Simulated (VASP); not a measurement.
These are PBE GGA, VASP's PBE PAW potentials (set 64) (plane waves; VASP) values and carry that method's errors.

VASP input:

File POSCAR:
```
Na
1
   -2.1300000000     2.1300000000     2.1300000000
    2.1300000000    -2.1300000000     2.1300000000
    2.1300000000     2.1300000000    -2.1300000000
Na
1
Direct
  0.0000000000   0.0000000000   0.0000000000
```

### KPOINTS
```
Regular mesh
0
Gamma
  11 11 11
0 0 0
```

INCAR:
```
SYSTEM = Na
PREC = Single
ENCUT = 400
EDIFF = 1E-6
NELM = 100
ALGO = Normal
LREAL = .FALSE.
LASPH = .TRUE.
ISMEAR = 1
SIGMA = 0.1
GGA = PE
LWAVE = .FALSE.
LCHARG = .FALSE.
ISIF = 2
```

POTCAR, in this order: Na_pv (PBE.64 set). Program: vasp_std.

Task: Estimate the energy per atom (σ→0), band gap (on the k-mesh).

Result: 
The energy per atom (σ→0) comes out as -1.314 eV/atom and the band gap (on the k-mesh) comes out as none (metal, semimetal or under 0.01 eV).

OSZICAR:
```
...
DAV:   4    -0.131303792331E+01   -0.28898E-02   -0.28898E-02   959   0.202E+00
DAV:   5    -0.131307302328E+01   -0.35100E-04   -0.35100E-04  1064   0.188E-01    0.208E-01
DAV:   6    -0.131407100047E+01   -0.99798E-03   -0.52791E-04   931   0.375E-01    0.139E-01
DAV:   7    -0.131392447091E+01    0.14653E-03   -0.10771E-03   868   0.440E-01    0.150E-02
DAV:   8    -0.131392085859E+01    0.36123E-05   -0.48811E-05   945   0.155E-01    0.298E-03
DAV:   9    -0.131392196239E+01   -0.11038E-05   -0.25595E-07   525   0.744E-03    0.128E-03
DAV:  10    -0.131392227112E+01   -0.30873E-06   -0.10361E-07   441   0.477E-03
   1 F= -.13139223E+01 E0= -.13138130E+01  d E =-.327851E-03
```

The compound is Na in the bcc structure. The cell was not relaxed at this level. The run is one of a series of settings (PREC = Single against the base run), some of them coarse on purpose.
